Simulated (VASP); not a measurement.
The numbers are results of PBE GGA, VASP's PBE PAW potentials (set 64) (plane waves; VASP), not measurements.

A VASP calculation is set up with these files.

KPOINTS:
```
kpoints
0
gamma
 7 7 7
```

### POSCAR
```
CoSi
1
    4.3188557327     0.0000000000     0.0000000000
    0.0000000000     4.3188557327     0.0000000000
    0.0000000000     0.0000000000     4.3188557327
Co Si
4 4
Direct
  0.8528076703   0.6471923297   0.3528076703
  0.3528076703   0.8528076703   0.6471923297
  0.1471923297   0.1471923297   0.1471923297
  0.6471923297   0.3528076703   0.8528076703
  0.1558357738   0.3441642262   0.6558357738
  0.6558357738   0.1558357738   0.3441642262
  0.8441642262   0.8441642262   0.8441642262
  0.3441642262   0.6558357738   0.1558357738
```

**INCAR**
```
# general
SYSTEM  = CoSi
PREC    = Accurate
ENCUT   = 500   # plane-wave cut-off (eV)
LREAL   = .FALSE.   # projection in real space or not
LASPH   = .TRUE.   # aspherical one-centre terms

# electronic loop
EDIFF   = 1E-6
NELM    = 100   # most electronic steps
ALGO    = Normal   # blocked Davidson
LMAXMIX = 4   # l cut-off of mixed one-centre charges

# smearing
ISMEAR  = 1
SIGMA   = 0.1   # width (eV)

# functional
GGA     = PE   # PBE

# ions
IBRION  = 2
NSW     = 40
ISIF    = 3   # ions, shape and volume
EDIFFG  = -0.02   # ionic stop
PSTRESS = 300

# output
LWAVE   = .FALSE.
LCHARG  = .FALSE.
```

POTCAR, in this order: Co Si (PBE.64 set). Program: vasp_std.

Output

### OSZICAR
```
       N       E                     dE             d eps       ncg     rms          rms(c)
DAV:   1     0.357558307154E+03    0.35756E+03   -0.22098E+04  1488   0.191E+03
DAV:   2    -0.269533371362E+02   -0.38451E+03   -0.37447E+03  1488   0.407E+02
DAV:   3    -0.587680106726E+02   -0.31815E+02   -0.30844E+02  1703   0.139E+02
DAV:   4    -0.602496087541E+02   -0.14816E+01   -0.14659E+01  1889   0.287E+01
DAV:   5    -0.603123968649E+02   -0.62788E-01   -0.62768E-01  2040   0.516E+00    0.302E+01
DAV:   6    -0.645530436386E+02   -0.42406E+01   -0.16789E+02  2129   0.151E+02    0.243E+01
DAV:   7    -0.544094553292E+02    0.10144E+02   -0.64568E+01  2072   0.107E+02    0.886E+00
DAV:   8    -0.544703951374E+02   -0.60940E-01   -0.35682E+00  1782   0.121E+01    0.295E+00
DAV:   9    -0.543823273450E+02    0.88068E-01   -0.32467E-01  2362   0.641E+00    0.117E+00
DAV:  10    -0.543769495254E+02    0.53778E-02   -0.18578E-02  2074   0.991E-01    0.326E-01
DAV:  11    -0.543759678916E+02    0.98163E-03   -0.41019E-03  2498   0.633E-01    0.942E-02
DAV:  12    -0.543759301552E+02    0.37736E-04   -0.29595E-04  2139   0.183E-01    0.301E-02
DAV:  13    -0.543759320745E+02   -0.19193E-05   -0.88196E-05  2385   0.640E-02    0.434E-02
DAV:  14    -0.543759258048E+02    0.62697E-05   -0.27994E-05  2376   0.426E-02    0.479E-03
DAV:  15    -0.543759262867E+02   -0.48189E-06   -0.13704E-06  1193   0.115E-02
   1 F= -.39291918E+02 E0= -.39292042E+02  d E =-.392919E+02
       N       E                     dE             d eps       ncg     rms          rms(c)
DAV:   1    -0.572361595920E+02   -0.28602E+01   -0.76571E+01  1523   0.111E+02    0.209E+01
DAV:   2    -0.575325398107E+02   -0.29638E+00   -0.85682E+01  1970   0.118E+02    0.149E+01
DAV:   3    -0.529008297031E+02    0.46317E+01   -0.30086E+01  1954   0.760E+01    0.439E+00
DAV:   4    -0.528396067313E+02    0.61223E-01   -0.15736E+00  1763   0.987E+00    0.210E+00
DAV:   5    -0.527907861136E+02    0.48821E-01   -0.11620E-01  2318   0.377E+00    0.106E+00
DAV:   6    -0.527786416930E+02    0.12144E-01   -0.24671E-02  2366   0.134E+00    0.258E-01
DAV:   7    -0.527784728952E+02    0.16880E-03   -0.24923E-03  1763   0.576E-01    0.136E-01
DAV:   8    -0.527784215522E+02    0.51343E-04   -0.38671E-04  1810   0.102E-01    0.718E-02
DAV:   9    -0.527784397071E+02   -0.18155E-04   -0.19146E-04  2351   0.149E-01    0.724E-02
DAV:  10    -0.527784164179E+02    0.23289E-04   -0.12038E-04  2344   0.113E-01    0.455E-03
DAV:  11    -0.527784164043E+02    0.13580E-07   -0.39048E-06  1608   0.169E-02
   2 F= -.39020003E+02 E0= -.39019912E+02  d E =0.271915E+00
       N       E                     dE             d eps       ncg     rms          rms(c)
DAV:   1    -0.561971987317E+02   -0.34188E+01   -0.36810E+01  1532   0.795E+01    0.132E+01
DAV:   2    -0.570957121481E+02   -0.89851E+00   -0.50612E+01  2095   0.915E+01    0.127E+01
DAV:   3    -0.540825821247E+02    0.30131E+01   -0.19104E+01  2095   0.533E+01    0.311E+00
DAV:   4    -0.540534752560E+02    0.29107E-01   -0.36647E-01  1669   0.454E+00    0.192E+00
DAV:   5    -0.540167577899E+02    0.36717E-01   -0.10455E-01  2351   0.382E+00    0.255E-01
DAV:   6    -0.540162719448E+02    0.48585E-03   -0.42334E-03  1720   0.576E-01    0.120E-01
DAV:   7    -0.540162907615E+02   -0.18817E-04   -0.16572E-04  2067   0.831E-02    0.559E-02
DAV:   8    -0.540163028175E+02   -0.12056E-04   -0.11864E-05  1821   0.254E-02    0.929E-03
DAV:   9    -0.540163010465E+02    0.17711E-05   -0.49609E-06  1625   0.248E-02    0.366E-03
DAV:  10    -0.540163010268E+02    0.19645E-07   -0.89712E-07  1122   0.623E-03
   3 F= -.39367655E+02 E0= -.39367693E+02  d E =-.757366E-01
       N       E                     dE             d eps       ncg     rms          rms(c)
DAV:   1    -0.540079005296E+02    0.84005E-02   -0.32372E-03  1581   0.731E-01    0.127E-01
DAV:   2    -0.540079743000E+02   -0.73770E-04   -0.42617E-03  2070   0.831E-01    0.115E-01
DAV:   3    -0.540077183795E+02    0.25592E-03   -0.16013E-03  2055   0.516E-01    0.262E-02
DAV:   4    -0.540077153414E+02    0.30381E-05   -0.43766E-05  1586   0.479E-02    0.788E-03
DAV:   5    -0.540077140503E+02    0.12911E-05   -0.25965E-06  1309   0.176E-02    0.427E-03
DAV:   6    -0.540077139784E+02    0.71866E-07   -0.20960E-06  1023   0.819E-03
   4 F= -.39367688E+02 E0= -.39367725E+02  d E =-.757702E-01
       N       E                     dE             d eps       ncg     rms          rms(c)
DAV:   1    -0.540059312107E+02    0.17828E-02   -0.11196E-01  1488   0.183E+00    0.452E-02
DAV:   2    -0.540060494214E+02   -0.11821E-03   -0.15335E-03  2167   0.371E-01    0.345E-02
DAV:   3    -0.540060375097E+02    0.11912E-04   -0.22959E-05  1821   0.453E-02    0.194E-02
DAV:   4    -0.540060300299E+02    0.74798E-05   -0.11213E-05  2023   0.252E-02    0.383E-03
DAV:   5    -0.540060299449E+02    0.84995E-07   -0.20102E-06   990   0.206E-02
   5 F= -.39368237E+02 E0= -.39368271E+02  d E =-.549195E-03
       N       E                     dE             d eps       ncg     rms          rms(c)
DAV:   1    -0.540044157357E+02    0.16143E-02   -0.62928E-02  1488   0.137E+00    0.342E-02
DAV:   2    -0.540044795477E+02   -0.63812E-04   -0.83898E-04  2166   0.276E-01    0.262E-02
DAV:   3    -0.540044733979E+02    0.61497E-05   -0.15759E-05  1837   0.428E-02    0.153E-02
DAV:   4    -0.540044702556E+02    0.31424E-05   -0.19037E-05  2231   0.494E-02    0.990E-03
DAV:   5    -0.540044687178E+02    0.15378E-05   -0.87322E-06  1827   0.380E-02    0.128E-03
DAV:   6    -0.540044687603E+02   -0.42538E-07   -0.29507E-07   828   0.522E-03
   6 F= -.39368350E+02 E0= -.39368383E+02  d E =-.662323E-03
```

### OUTCAR
```
------------------------ aborting loop because EDIFF is reached ----------------------------------------
  FORCE on cell =-STRESS in cart. coord.  units (eV):
  Direction    XX          YY          ZZ          XY          YZ          ZX
  --------------------------------------------------------------------------------------
  Total       14.6453946     14.6453946     14.6453946     -0.0000000      0.0000000      0.0000000
  in kB      300.1901398    300.1901398    300.1901398     -0.0000000      0.0000000      0.0000000
  external PRESSURE =       0.1901398 kB  Pullay stress =     300.0000000 kB
  volume of cell :       78.17
      direct lattice vectors                 reciprocal lattice vectors
     4.275678868  0.000000000  0.000000000     0.233880988 -0.000000000  0.000000000
     0.000000000  4.275678868  0.000000000    -0.000000000  0.233880988 -0.000000000
     0.000000000  0.000000000  4.275678868    -0.000000000 -0.000000000  0.233880988
 POSITION                                       TOTAL-FORCE (eV/Angst)
 -----------------------------------------------------------------------------------
      3.64363      2.76989      1.50579        -0.000725      0.000725     -0.000725
      1.50579      3.64363      2.76989        -0.000725     -0.000725      0.000725
      0.63205      0.63205      0.63205         0.000725      0.000725      0.000725
      2.76989      1.50579      3.64363         0.000725     -0.000725     -0.000725
      0.66528      1.47255      2.80312         0.004360     -0.004360      0.004360
      2.80312      0.66528      1.47255         0.004360      0.004360     -0.004360
      3.61039      3.61039      3.61039        -0.004360     -0.004360     -0.004360
      1.47255      2.80312      0.66528        -0.004360      0.004360      0.004360
 -----------------------------------------------------------------------------------
    total drift:                                0.000000      0.000000      0.000000
  FREE ENERGIE OF THE ION-ELECTRON SYSTEM (eV)
  ---------------------------------------------------
  free  energy   TOTEN  =       -54.0044687603 eV

  energy  without entropy=      -54.0045655715  energy(sigma->0) =      -54.00450103
  enthalpy is  TOTEN    =       -39.3683504893 eV   P V=       14.6361182710

 reached required accuracy - stopping structural energy minimisation
```
(Selected blocks of OUTCAR.)

**CONTCAR**
```
CoSi
   1.00000000000000
     4.2756788676300657    0.0000000000000000    0.0000000000000000
     0.0000000000000000    4.2756788676300657    0.0000000000000000
     0.0000000000000000    0.0000000000000000    4.2756788676300657
  Co              Si
     4     4
Direct
     0.8521760645039107    0.6478239354960893    0.3521760645039108
     0.3521760645039108    0.8521760645039107    0.6478239354960893
     0.1478239354960893    0.1478239354960893    0.1478239354960893
     0.6478239354960893    0.3521760645039108    0.8521760645039107
     0.1555974575713690    0.3444025424286310    0.6555974575713689
     0.6555974575713689    0.1555974575713690    0.3444025424286310
     0.8444025424286311    0.8444025424286311    0.8444025424286311
     0.3444025424286310    0.6555974575713689    0.1555974575713690
```

**OUTCAR**
```
 val. band max:       13.7992846106   @ k =   0.4286   0.4286   0.4286

 cond. band min:      13.8248591801   @ k =   0.0000   0.0000   0.0000


 Fermi energy:        13.8096873795

 k-point     1 :       0.0000    0.0000    0.0000
  band No.  band energies     occupation
      1      -0.7689      2.00000
      2       5.1025      2.00000
      3       5.1025      2.00000
      4       5.1025      2.00000
      5       7.8230      2.00000
      6       7.8230      2.00000
      7       7.8230      2.00000
      8       9.5625      2.00000
      9       9.5625      2.00000
     10       9.5625      2.00000
     11      10.3293      2.00000
     12      10.3487      2.00000
     13      10.3487      2.00000
     14      10.6912      2.00000
     15      10.6912      2.00000
     16      10.6912      2.00000
     17      11.2362      2.00000
     18      11.2362      2.00000
     19      11.2362      2.00000
     20      12.7668      2.00000
     21      12.7668      2.00000
     22      12.7668      2.00000
     23      12.9205      2.00000
     24      12.9205      2.00000
     25      13.8249      0.74646
     26      13.8249      0.74646
     27      13.8249      0.74646
     28      16.8310      0.00000
     29      16.8310      0.00000
     30      16.8310      0.00000
     31      17.0574      0.00000

 k-point     2 :       0.1429    0.0000    0.0000
  band No.  band energies     occupation
      1      -0.6039      2.00000
      2       4.1351      2.00000
      3       5.2011      2.00000
      4       5.7750      2.00000
      5       7.3185      2.00000
      6       7.9157      2.00000
      7       8.4733      2.00000
      8       8.8943      2.00000
      9       9.2433      2.00000
     10      10.1639      2.00000
     11      10.2292      2.00000
     12      10.3784      2.00000
     13      10.5988      2.00000
     14      10.6153      2.00000
     15      10.7045      2.00000
     16      10.7095      2.00000
     17      11.1515      2.00000
...
```

Energy and stress use the plane-wave basis of the starting cell.

The compound is CoSi in the B20 structure. This run relaxes it under an external pressure of 30 GPa. Symmetry was kept, so distortions that lower it aren't found. The run is not spin-polarised, so no magnetic state was tried.
